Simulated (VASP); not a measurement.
**SrBRh: structure and properties in VASP**

Aim: relax SrBRh, then compute properties on the relaxed cell. The steps: relaxing cell and atoms (rSCAN + D4), second relaxation, single point with fields (rSCAN + D4), band structure (rSCAN + D4) and density of states (rSCAN + D4). The cell is invented: other elements were put on sites of a known structure type. It may not be a known or stable phase. Left out of this account: at least 1 further run (core levels: core levels are not valid at this level).

Main program and level: VASP 6.6.1; rSCAN with D4; plane waves and PAW (Sr_sv, B, Rh_pv); invented cell.

## Step 1: Set-up

Before any relaxation, the start is as follows. It takes space group P-6m2 (No. 187, hexagonal). Conventional cell: a = 3.835 Å, b = 3.835 Å, c = 3.831 Å, α = 90.00°, β = 90.00°, γ = 120.00°. Nearest to Sr lie 6 B at 2.93 Å and 6 Rh at 2.93 Å. Nearest to B lie 3 Rh at 2.21 Å and 6 Sr at 2.93 Å. Rh has 3 B at 2.21 Å and 6 Sr at 2.93 Å nearest. Farther neighbours are not listed.

Coordinates:

```xyz
3
Lattice="3.8348 0.0000 0.0000 -1.9174 3.3210 0.0000 0.0000 0.0000 3.8307" Properties=species:S:1:pos:R:3 pbc="T T T"
Sr    1.9174    1.1070    1.9154
B     0.0000    2.2140    0.0000
Rh    0.0000    0.0000    0.0000
```

## Step 2: Relaxing cell and atoms (rSCAN + D4)

Properties are meant for the cell that this level of theory prefers, so cell and atoms are relaxed first (ISIF = 3) until forces and stress are small; EDIFFG sets the threshold. A dispersion term adds the long-range attraction that semilocal functionals lack. D4 lets the coefficients depend on atomic charges too.

Contents of INCAR:

```
SYSTEM = SrBRh
PREC = Accurate
ENCUT = 420
EDIFF = 1E-06
NELM = 100
ISMEAR = 1
SIGMA = 0.2
LREAL = .FALSE.
ALGO = Normal
METAGGA = RSCAN
IVDW = 13
VDW_S6 = 1
VDW_S8 = 0.87728975
VDW_A1 = 0.49116966
VDW_A2 = 5.75859346
LASPH = .TRUE.
LORBIT = 11
LWAVE = .FALSE.
LCHARG = .FALSE.
IBRION = 2
NSW = 60
ISIF = 3
EDIFFG = -0.01
```

Contents of POSCAR:

```
SrBRh
1.0
    3.8347502600      0.0000000000      0.0000000000
   -1.9173751300      3.3209911500      0.0000000000
    0.0000000000      0.0000000000      3.8307234400
Sr B Rh
1 1 1
Direct
    0.6666666700      0.3333333300      0.5000000000
    0.3333333300      0.6666666700      0.0000000000
    0.0000000000      0.0000000000      0.0000000000
```

Contents of KPOINTS:

```
Automatic mesh
0
Gamma
7 7 6
0 0 0
```

Potentials, in the order of the species: Sr_sv, B and Rh_pv (PBE family, release 64).

Run with:

```bash
mpirun -np 1 vasp_std
```

Log:

```text
[banner, memory and clock lines left out]
running    1 mpi-ranks, on    1 nodes
 distrk:  each k-point on    1 cores,    1 groups
 distr:  one band on    1 cores,    1 groups

 POSCAR found type information on POSCAR SrB Rh
 POSCAR found :  3 types and       3 ions
|                                                                             |
|               ----> ADVICE to this user running VASP <----                  |
|                                                                             |
|     You enforced a specific xc type in the INCAR file but a different       |
|     [... a line on the potential file left out ...]
|     I HOPE YOU KNOW WHAT YOU ARE DOING!                                     |
|                                                                             |

 LDA part: xc-table for (None), standard interpolation
 POSCAR, INCAR and KPOINTS ok, starting setup
 FFT: planning ... GRIDC
 FFT: planning ... GRID_SOFT
 FFT: planning ... GRID
 WAVECAR not read
 entering main loop
       N       E                     dE             d eps       ncg     rms          rms(c)
DAV:   1     0.127312196403E+03    0.12731E+03   -0.14655E+04  1208   0.133E+03
DAV:   2    -0.744711231764E+02   -0.20178E+03   -0.19862E+03  1318   0.378E+02
DAV:   3    -0.833374855087E+02   -0.88664E+01   -0.88069E+01  1906   0.681E+01
DAV:   4    -0.835822955831E+02   -0.24481E+00   -0.24416E+00  1472   0.833E+00
DAV:   5    -0.835863157998E+02   -0.40202E-02   -0.40194E-02  1620   0.910E-01    0.328E+01
DAV:   6    -0.753265183559E+02    0.82598E+01   -0.28966E+01  1280   0.380E+01    0.130E+01
DAV:   7    -0.743099539104E+02    0.10166E+01   -0.11119E+01  1256   0.224E+01    0.129E+01
DAV:   8    -0.743201898330E+02   -0.10236E-01   -0.38981E-01  1492   0.419E+00    0.360E+00
DAV:   9    -0.742718419307E+02    0.48348E-01   -0.34722E-01  1344   0.396E+00    0.820E-01
DAV:  10    -0.742713147654E+02    0.52717E-03   -0.14935E-02  1484   0.794E-01    0.187E-01
DAV:  11    -0.742713981585E+02   -0.83393E-04   -0.50898E-04  1312   0.153E-01    0.108E-01
DAV:  12    -0.742714053240E+02   -0.71655E-05   -0.32563E-04  1512   0.113E-01    0.212E-02
DAV:  13    -0.742714064939E+02   -0.11700E-05   -0.13417E-05  1518   0.246E-02    0.984E-03
DAV:  14    -0.742714077223E+02   -0.12283E-05   -0.93137E-07   874   0.726E-03    0.545E-03
DAV:  15    -0.742714083702E+02   -0.64791E-06   -0.83923E-07   968   0.598E-03
   1 F= -.74767705E+02 E0= -.74768716E+02  d E =-.747677E+02
 curvature:   0.00 expect dE= 0.000E+00 dE for cont linesearch  0.000E+00
 trial: gam= 0.00000 g(F)=  0.234E-43 g(S)=  0.935E+00 ort = 0.000E+00 (trialstep = 0.100E+01)
 search vector abs. value=  0.935E+00
 bond charge predicted
       N       E                     dE             d eps       ncg     rms          rms(c)
DAV:   1    -0.862100702094E+02   -0.11939E+02   -0.25213E+02  1158   0.155E+02    0.339E+01
DAV:   2    -0.781668445978E+02    0.80432E+01   -0.11837E+02  1262   0.809E+01    0.156E+01
DAV:   3    -0.753046052381E+02    0.28622E+01   -0.28391E+01  1204   0.302E+01    0.106E+01
DAV:   4    -0.749713487230E+02    0.33326E+00   -0.12637E+00  1374   0.797E+00    0.756E+00
DAV:   5    -0.748418007512E+02    0.12955E+00   -0.61992E-01  1642   0.509E+00    0.234E+00
DAV:   6    -0.748577742910E+02   -0.15974E-01   -0.66609E-02  1814   0.161E+00    0.115E+00
DAV:   7    -0.748625349891E+02   -0.47607E-02   -0.32459E-02  1700   0.113E+00    0.289E-01
DAV:   8    -0.748621200512E+02    0.41494E-03   -0.29085E-03  1514   0.339E-01    0.865E-02
DAV:   9    -0.748621218041E+02   -0.17529E-05   -0.10478E-04  1488   0.643E-02    0.301E-02
DAV:  10    -0.748621276651E+02   -0.58610E-05   -0.37690E-05  1678   0.395E-02    0.890E-03
DAV:  11    -0.748621290984E+02   -0.14333E-05   -0.91837E-07   812   0.714E-03    0.514E-03
DAV:  12    -0.748621301064E+02   -0.10080E-05   -0.48622E-07   650   0.459E-03    0.128E-03
DAV:  13    -0.748621300861E+02    0.20312E-07   -0.18600E-07   646   0.279E-03
   2 F= -.75294034E+02 E0= -.75294440E+02  d E =-.526329E+00
[...]
3 F= -.75310352E+02 E0= -.75309679E+02  d E =-.542647E+00
[...]
4 F= -.75571408E+02 E0= -.75573338E+02  d E =-.261056E+00
[...]
5 F= -.75580627E+02 E0= -.75581453E+02  d E =-.270274E+00
[...]
6 F= -.75603770E+02 E0= -.75603985E+02  d E =-.231435E-01
 trial-energy change:   -0.023143  1 .order   -0.022048   -0.071749    0.027653
 step:   0.7103(harm=  0.6978)  dis= 0.00000  next Energy=   -75.607418 (dE=-0.268E-01)
 bond charge predicted
       N       E                     dE             d eps       ncg     rms          rms(c)
DAV:   1    -0.752901183656E+02   -0.13606E+00   -0.22479E+00  1180   0.149E+01    0.299E+00
DAV:   2    -0.752271163298E+02    0.63002E-01   -0.19665E+00  1220   0.981E+00    0.193E+00
DAV:   3    -0.751664632497E+02    0.60653E-01   -0.35930E-01  1218   0.403E+00    0.411E-01
DAV:   4    -0.751645428038E+02    0.19204E-02   -0.20934E-02  1468   0.878E-01    0.312E-01
DAV:   5    -0.751644816186E+02    0.61185E-04   -0.18372E-03  1500   0.258E-01    0.191E-01
DAV:   6    -0.751646113451E+02   -0.12973E-03   -0.24135E-04  1766   0.934E-02    0.856E-02
DAV:   7    -0.751646474372E+02   -0.36092E-04   -0.11473E-04  1804   0.586E-02    0.180E-02
DAV:   8    -0.751646485188E+02   -0.10816E-05   -0.37129E-06  1358   0.138E-02    0.362E-03
DAV:   9    -0.751646485413E+02   -0.22520E-07   -0.53492E-07   620   0.537E-03
   7 F= -.75607550E+02 E0= -.75607889E+02  d E =-.269231E-01
 curvature:  -0.41 expect dE=-0.834E-05 dE for cont linesearch -0.976E-07
 trial: gam= 0.00802 g(F)=  0.440E-44 g(S)=  0.205E-04 ort =-0.144E-03 (trialstep = 0.915E+00)
 search vector abs. value=  0.237E-04
 reached required accuracy - stopping structural energy minimisation
```

It took 13 min on 1 MPI rank of AMD EPYC 7R43, shared host; peak memory 0.14 GiB.

Lines that name or quote the potential files are left out of all logs, and their timing lines are given in words.

From OUTCAR (step 2):

```text
ion  position               nearest neighbor table
   1  0.667  0.333  0.500-   3 2.93   3 2.93   2 2.93   2 2.93   2 2.93   2 2.93   3 2.93   3 2.93
                             3 2.93   3 2.93   2 2.93   2 2.93
   2  0.333  0.667  0.000-   3 2.21   3 2.21   3 2.21   1 2.93   1 2.93   1 2.93   1 2.93   1 2.93
                             1 2.93
   3  0.000  0.000  0.000-   2 2.21   2 2.21   2 2.21   1 2.93   1 2.93   1 2.93   1 2.93   1 2.93
                             1 2.93

  LATTYP: Found a hexagonal cell.
 ALAT       =     3.8347502600
 C/A-ratio  =     0.9989499134

 Subroutine GETGRP returns: Found 12 space group operations
 (whereof 12 operations were pure point group operations)

The static configuration has the point symmetry D_3h.

 Found     32 irreducible k-points:

   k-points           NKPTS =     32   k-points in BZ     NKDIM =     32   number of bands    NBANDS=     18

   dimension x,y,z NGX =    28 NGY =   28 NGZ =   28
   dimension x,y,z NGXF=    56 NGYF=   56 NGZF=   56

   ENCUT  =  420.0 eV  30.87 Ry    5.56 a.u.   6.41  6.41  6.40*2*pi/ulx,y,z

   NELECT =      28.0000    total number of electrons

 k-points in reciprocal lattice and weights: Automatic mesh
   0.00000000  0.00000000  0.00000000       0.003
   0.14285714 -0.00000000  0.00000000       0.020
   0.28571429 -0.00000000  0.00000000       0.020
   0.42857143 -0.00000000  0.00000000       0.020
   0.14285714  0.14285714  0.00000000       0.020
   0.28571429  0.14285714  0.00000000       0.041
   0.42857143  0.14285714  0.00000000       0.020
   0.28571429  0.28571429  0.00000000       0.020
   0.00000000  0.00000000  0.16666667       0.007
[...]
0.42857143  0.14285714  0.50000000       0.020
   0.28571429  0.28571429  0.50000000       0.020

 average (electrostatic) potential at core
       1 -39.7289       2 -28.0988       3 -81.5224

 E-fermi :   5.8330

 k-point     1 :       0.0000    0.0000    0.0000
  band No.  band energies     occupation
    ...
     10       1.0880      2.00000
     11       2.1685      2.00000
     12       3.5814      2.00000
     13       3.5814      2.00000
     14       5.0420      2.00000
     15       7.7201     -0.00000
     16       9.0998     -0.00000
     17       9.0998     -0.00000
     18      11.8087      0.00000

 k-point     2 :       0.1429   -0.0000    0.0000
  band No.  band energies     occupation
    ...
     10       1.3384      2.00000
     11       2.3790      2.00000
     12       3.1401      2.00000
     13       3.5095      2.00000
     14       5.3538      2.00364
     15       7.8234     -0.00000
     16       8.4403     -0.00000
     17       9.3236     -0.00000
     18      11.6827      0.00000

 k-point     3 :       0.2857   -0.0000    0.0000
  band No.  band energies     occupation
    ...
      9       0.9762      2.00000
     10       2.0114      2.00000
     11       2.4009      2.00000
     12       2.7731      2.00000
     13       3.3540      2.00000
     14       5.9484      0.18154
     15       6.6962     -0.00000
     16       8.0710     -0.00000
     17       8.9547     -0.00000
     18      10.9446      0.00000

  DFT-D4 for vdW energy calculation

  Edisp (eV):   -0.44290

  Total       0.02441     0.02441    -0.00905     0.00000     0.00000     0.00000
  in kB       0.72789     0.72789    -0.26993     0.00000     0.00000     0.00000
  external pressure =        0.40 kB  Pullay stress =        0.00 kB

  energy-cutoff  :      420.00
  volume of cell :       53.72
      direct lattice vectors                 reciprocal lattice vectors
     3.641045474  0.000000000  0.000000000     0.274646391  0.158567168 -0.000000000
    -1.820522737  3.153237883 -0.000000000    -0.000000000  0.317134335 -0.000000000
    -0.000000000  0.000000000  4.679404771    -0.000000000  0.000000000  0.213702394

 POSITION                                       TOTAL-FORCE (eV/Angst)
 -----------------------------------------------------------------------------------
      1.82052      1.05108      2.33970        -0.000000     -0.000000      0.000000
     -0.00000      2.10216     -0.00000         0.000000     -0.000000     -0.000000
     -0.00000      0.00000      0.00000         0.000000      0.000000     -0.000000
 -----------------------------------------------------------------------------------
    total drift:                               -0.000014      0.000008     -0.000000

  FREE ENERGIE OF THE ION-ELECTRON SYSTEM (eV)
  ---------------------------------------------------
  free  energy   TOTEN  =       -75.6075496534 eV

  energy  without entropy=      -75.6085666365  energy(sigma->0) =      -75.60788865

 reached required accuracy - stopping structural energy minimisation

 total charge
# of ion       s       p       d       tot
------------------------------------------
    1        2.039   5.845   0.264   8.149
    2        0.744   0.982   0.000   1.725
    3        0.516   6.232   7.294  14.042
--------------------------------------------------
tot          3.299  13.060   7.558  23.917

[... 3 further parts left out ...]
```

CONTCAR:

```
SrBRh
   1.00000000000000
     3.6410454737805664    0.0000000000000000    0.0000000000000000
    -1.8205227368902832    3.1532378831308647   -0.0000000000000000
    -0.0000000000000000    0.0000000000000000    4.6794047711844895
  Sr              B               Rh
     1     1     1
Direct
     0.6666666699999979    0.3333333300000021    0.5000000000000000
     0.3333333300000021    0.6666666699999979    0.0000000000000000
     0.0000000000000000    0.0000000000000000    0.0000000000000000
```

The k-mesh is coarse for a metal. The PAW data sets were made with PBE, which is usual practice but a small mismatch for other functionals. After so large a change of volume the plane waves of the start cell no longer fit, so the final stress carries a basis-set error. The electron count would fill whole bands, but the bands touch or overlap. That can be a semimetal, a small gap that the functional closes or, with several bands partly filled, an ordinary metal. The run keeps the 12 symmetry operations of its start, so it cannot find a distortion of lower symmetry.

The steps of the relaxation:

| step | energy less that of the first step (eV) | largest force (eV/Å) | pressure (GPa) | volume (Å³) |
| --- | --- | --- | --- | --- |
| 1 | 0.0000 | 0.0000 | 9.40 | 48.78 |
| 2 | -0.5263 | 0.0000 | -4.69 | 55.62 |
| 3 | -0.5426 | 0.0000 | -7.88 | 58.08 |
| 4 | -0.8037 | 0.0000 | -2.26 | 55.37 |
| 5 | -0.8129 | 0.0000 | -3.45 | 55.84 |
| 6 | -0.8361 | 0.0000 | 1.45 | 52.97 |
| 7 | -0.8398 | 0.0000 | 0.04 | 53.72 |

```
     cell as run  before  after   change
           a (Å)   3.835  3.641   -5.1 %
           b (Å)   3.835  3.641   -5.1 %
           c (Å)   3.831  4.679  +22.2 %
volume (Å³/atom)   16.26  17.91  +10.1 %
```

The relaxed structure:

```xyz
3
Lattice="3.6410 0.0000 0.0000 -1.8205 3.1532 0.0000 0.0000 0.0000 4.6794" Properties=species:S:1:pos:R:3 pbc="T T T"
Sr    1.8205    1.0511    2.3397
B     0.0000    2.1022    0.0000
Rh    0.0000    0.0000    0.0000
```

This step gave:

```
electrons                              : 28
bands                                  : 18
irreducible k-points                   : 32
symmetry operations                    : 12
free energy (TOTEN)                    : -75.6075 eV
energy at zero smearing                : -75.6079 eV
Fermi energy                           : 5.833 eV
pressure                               : 0.03953 GPa
metallic, judged on the points sampled : yes
SCF cycles over all ionic steps        : 75
```

It ends with forces that vanish by symmetry and a pressure of 0.04 GPa.

[end of part 1 of 3]

[Lines on the potential files, build, host, timing and source positions are cut from VASP's logs without a mark.]

[Logs are printed without paths, hosts, clocks, repeated set-up lines and the standing remarks that a program may print on its own settings, such as how far it seeks lower states.]

[Hosts, paths, dates, database ids (printed as entryN), source tags and the programs' standing remarks are cut or masked in the printed files.]

[A measured line is paired with the nearest computed mode of its activity, which favours agreement.]

[In band tables of VASP the shares of atoms and orbitals are scaled to a sum of 1 inside the atoms' spheres.]
